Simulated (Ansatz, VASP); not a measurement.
# Cross-check of Ge (Germanium) between VASP and Ansatz, part 2 of 2

Aim: how closely do two programs agree when they are given the same cell, functional and k mesh? The cell is taken from a series of VASP runs on this material, whose earlier steps may have relaxed, scaled or displaced it; both programs get it as it stands.

VASP 6.6.1 and Ansatz 0.2.0.

So far. Step 4 (Comparison): The walks stopped with 0.01 GPa left in Ansatz and -0.02 GPa in VASP; each walk ends within a tolerance, so the volume difference is uncertain by about these residues over the bulk modulus, most in soft cells.

## Step 5: Ansatz: relaxation of cell and atoms, r2SCAN with rVV10

Level of this step: Ansatz beside VASP: Kohn-Sham DFT, plane waves, r2SCAN with rVV10 (Ansatz).

The relaxed volume is the usual yardstick between codes: its relative difference is about their pressure difference at one cell divided by the bulk modulus. The cell compared in this pair holds 45.08 Å³, against 44.39 Å³ for the pair before.

The cell is taken from a series of VASP runs on this material, whose earlier steps may have relaxed, scaled or displaced it; both programs get it as it stands.

Input file input.yaml:

```yaml
crystal:
  lattice:
    - [0.0, 2.8248779744, 2.8248779744]
    - [2.8248779744, 0.0, 2.8248779744]
    - [2.8248779744, 2.8248779744, 0.0]
  atoms:
    - { symbol: Ge, position: [0.75, 0.75, 0.75] }
    - { symbol: Ge, position: [0.5, 0.5, 0.5] }
hamiltonian:
  xc: r2scan
  pseudopotentials: { kind: paw }
  dispersion: rvv10
kpoints:
  mp_grid: { grid: [14, 14, 14] }
scf:
  occupations: { method: methfessel_paxton, width: 0.15 }
relax:
  f_tol: 0.01
  max_steps: 60
  cell: { stress_tol: 0.05 }
output:
  forces: true
  stress: true
  write_density: true
  write_potential: true
  elf: true
  volumetric_format: npy
```

Started as:

```console
> ansatz run input.yaml --threads 4 --pin off --max-ram 9216MiB --backend cpu --events-out ev --progress --plain --runs-dir out
```

Numbers of over 12 decimals in the logs are rounded to 6 here.

Log:

```text
[...]
Crystal: 2 atoms, lattice volume = 45.085 Å³
Basis set: ecut = 500 eV, 1139 PW (Γ), exchange–correlation on 144×144×144 points (64 copies of the dense FFT grid, shifted against one another)
Bands: 18, of which v1, the nominal top of the filled ones, is band 14 counted from 1 (13 counted from 0)
Symmetry: 48 space group operations
[...]
k-points: 104 of 2744
[...]
k-point 103: bands = [... 10 lower, -0.7335, -0.7335, 4.3414, 4.3414, 12.3785, 12.3785, 14.1627, 14.1627]
--- Relaxed structure (2 steps of the walk, 2 accepted, 1 SCFs on fresh bases) ---
[...]
cell:  # Å, volume = 45.2037 Å³
    - [0.0, 2.827362, 2.827362]
    - [2.827362, 0, 2.827362]
    - [2.827362, 2.827362, 0]
  atoms:
    - { symbol: Ge, position: [0.75, 0.75, 0.75] }
    - { symbol: Ge, position: [0.5, 0.5, 0.5] }
[key lines of the parts left out:]
SCF converged after 4 iterations
Free energy (F): -8603.378699 eV
Fermi energy:    8.593041 eV
P = ⅓ Tr σ = 0.0300 GPa (0.300 kbar)
```

The job ended after 7.5 s (4 threads of Intel Xeon Platinum 8488C (Sapphire Rapids), shared host; peak memory 0.71 GiB).

## Step 6: VASP: relaxation of cell and atoms, r2SCAN with rVV10

The same cell, functional, mesh and smearing now go to VASP, with its own data sets and cutoff.

Input file INCAR:

```
SYSTEM = Ge
PREC = Accurate
ENCUT = 450
EDIFF = 1E-06
NELM = 100
ISMEAR = 1
SIGMA = 0.15
LREAL = .FALSE.
ALGO = Normal
METAGGA = R2SCAN
LUSE_VDW = .TRUE.
IVDW_NL = 2
BPARAM = 11.95
CPARAM = 0.0093
LASPH = .TRUE.
NBANDS = 20
LORBIT = 11
LWAVE = .FALSE.
LCHARG = .FALSE.
KPAR = 2
IBRION = 2
NSW = 50
ISIF = 3
EDIFFG = -0.004
```

Input file POSCAR:

```
Ge
1.0
    0.0000000000      2.8248779744      2.8248779744
    2.8248779744      0.0000000000      2.8248779744
    2.8248779744      2.8248779744      0.0000000000
Ge
2
Direct
    0.7500000000      0.7500000000      0.7500000000
    0.5000000000      0.5000000000      0.5000000000
```

Input file KPOINTS:

```
Automatic mesh
0
Gamma
14 14 14
0 0 0
```

Potentials, in the order of the species: Ge_d (PBE family, release 64).

Started as:

```console
> mpirun -np 2 vasp_std
```

Log:

```text
[banner, memory and clock lines left out]
running    2 mpi-ranks, on    1 nodes
[...]
|                                                                             |
|               ----> ADVICE to this user running VASP <----                  |
|                                                                             |
|     You have switched on vdW-DFT.                                           |
|     This routine was written and supplied by Jiri Klimes. We recommend      |
|     that you carefully read and cite the following publications:            |
|       J. Klimes, D.R. Bowler, A. Michelides                                 |
|          J. Phys.: Cond Matt. 22 022201 (2010)                              |
|       J. Klimes, D.R. Bowler, A. Michelides                                 |
|          Phys. Rev. B. 83, 195131 (2011)                                    |
|     and references therein.                                                 |
|                                                                             |

[...]
Total rVV10 correction in eV:      0.8270392    28.6230341
Total rVV10 correction in eV:      0.8270392    28.6230341
DAV:  12    -0.269106411829E+02   -0.30641E-05   -0.19409E-05  5352   0.693E-02    0.299E-03
Total rVV10 correction in eV:      0.8270362    28.6230341
Total rVV10 correction in eV:      0.8270362    28.6230341
DAV:  13    -0.269106444213E+02   -0.32383E-05   -0.74946E-07  2956   0.108E-02    0.214E-03
Total rVV10 correction in eV:      0.8270482    28.6230341
Total rVV10 correction in eV:      0.8270482    28.6230341
DAV:  14    -0.269106443129E+02    0.10835E-06   -0.88296E-07  2460   0.190E-02
Total rVV10 correction in eV:      0.8270481    28.6230341
Total rVV10 correction in eV:      0.8270481    28.6230341
Total rVV10 correction in eV:      0.8270489    28.6230341
Total rVV10 correction in eV:      0.8270489    28.6230341
   1 F= -.26910644E+02 E0= -.26910695E+02  d E =-.269106E+02
[... from here on, the cycles between the ionic steps are left out ...]
   2 F= -.26910667E+02 E0= -.26910717E+02  d E =-.226855E-04
   3 F= -.26910668E+02 E0= -.26910718E+02  d E =-.236777E-04
   4 F= -.26910661E+02 E0= -.26910711E+02  d E =-.167371E-04
   5 F= -.26910654E+02 E0= -.26910704E+02  d E =-.932608E-05
[...]
reached required accuracy - stopping structural energy minimisation
```

Parts of OUTCAR (step 6):

```text
  Total        0.0070574      0.0070574      0.0070574     -0.0000000     -0.0000000     -0.0000000
  in kB        0.2508923      0.2508923      0.2508923     -0.0000000     -0.0000000     -0.0000000
  external PRESSURE =       0.2508923 kB  Pullay stress =       0.0000000 kB

 POSITION                                       TOTAL-FORCE (eV/Angst)
 -----------------------------------------------------------------------------------
      4.23680      4.23680      4.23680         0.000000      0.000000     -0.000000
      2.82453      2.82453      2.82453        -0.000000     -0.000000      0.000000
 -----------------------------------------------------------------------------------
    total drift:                                0.000000      0.000000      0.000000

  FREE ENERGIE OF THE ION-ELECTRON SYSTEM (eV)
  ---------------------------------------------------
  free  energy   TOTEN  =       -26.9106536390 eV

  energy  without entropy=      -26.9108048320  energy(sigma->0) =      -26.91070404

[... 2 parts as in an earlier step ...]

[... 2 further parts left out ...]
[key lines of the parts left out:]
E-fermi :   4.8665
```

## Step 7: Side by side

What differs besides the data sets and the points named for the pairs above, as far as they apply: VASP keeps PBE cores, Ansatz makes them for the functional; the cutoff is 500 eV in Ansatz and 450 eV in VASP. Total energies have different zeros and are not compared.

The two programs side by side:

```csv
quantity,Ansatz,VASP,difference
volume (Å³),45.20,45.07,+0.30 %
"edge a after relaxation, in the typed setting (Å)",3.998,3.994,+0.10 %
```

The walks stopped with 0.03 GPa left in Ansatz and 0.03 GPa in VASP; each walk ends within a tolerance, so the volume difference is uncertain by about these residues over the bulk modulus, most in soft cells.

## Step 8: Results

| Quantity | Value |
| --- | --- |
| difference in volume (relaxation of cell and atoms, LDA) | 0.058 % |
| difference in volume (relaxation of cell and atoms, r2SCAN with rVV10) | 0.30 % |

In words: The difference in volume is 0.30 % (relaxation of cell and atoms, r2SCAN with rVV10), within the 1.2 % picked in this series as the mark of a large difference, as far as the stopping tolerances let one tell. How closely two codes agree says nothing of how well the functional describes the real material.

[Lines on the potential files, build, host, timing and source positions are cut from VASP's logs without a mark.]

[Logs are printed without paths, hosts, clocks, repeated set-up lines and the standing remarks that a program may print on its own settings, such as how far it seeks lower states.]

[Hosts, paths, dates, database ids (printed as entryN), source tags and the programs' standing remarks are cut or masked in the printed files.]
